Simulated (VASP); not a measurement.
```
CELL_PARAMETERS angstrom
      4.48681     0.00000     0.00000
      0.00000     4.48681     0.00000
      0.00000     0.00000     4.48681
ATOMIC_POSITIONS crystal
  Cs 0.00000 0.00000 0.00000
  Cd 0.50000 0.50000 0.50000
  F  0.00000 0.50000 0.50000
  F  0.50000 0.00000 0.50000
  F  0.50000 0.50000 0.00000
```

The numbers are results of PBEsol GGA, VASP's PBE PAW potentials (set 64) (plane waves; VASP), not measurements. Settings: 400 eV cut-off, 5×5×5 Γ-centred mesh, Gaussian smearing of 0.010 eV, potentials Cs_sv Cd F.

Unless said otherwise, spin-orbit coupling is left out, though it shifts the bands of the heavy elements here.

Question: Give the energies of bands 11 to 24 at the high-symmetry points, in eV from the valence-band maximum.

Answer: 
```csv
band,Γ,X,M,R
11,-4.61,-4.55,-5.16,-4.65
12,-4.61,-4.55,-4.69,-4.65
13,-2.73,-2.90,-2.92,-4.65
14,-2.73,-2.90,-2.70,-1.07
15,-2.73,-1.89,-1.70,-1.07
16,-1.46,-1.61,-1.40,-1.07
17,-1.46,-1.59,-1.40,-1.03
18,-1.46,-1.48,-1.26,-1.03
19,-1.11,-1.48,-1.26,-1.03
20,-1.11,-1.15,-1.08,0.00
21,-1.11,-1.15,0.00,0.00
22,3.18,5.64,6.38,7.08
23,7.44,7.42,8.94,7.08
24,7.44,8.29,9.55,7.08
```

The gap is indirect, 3.18 eV, from the valence maximum at R-M at 0.67 to the conduction minimum at Γ.

The structure comes from a computed database's CsCdF3 entry (Pm-3m); how it stands against other phases isn't given here. The cell was not relaxed at this level.
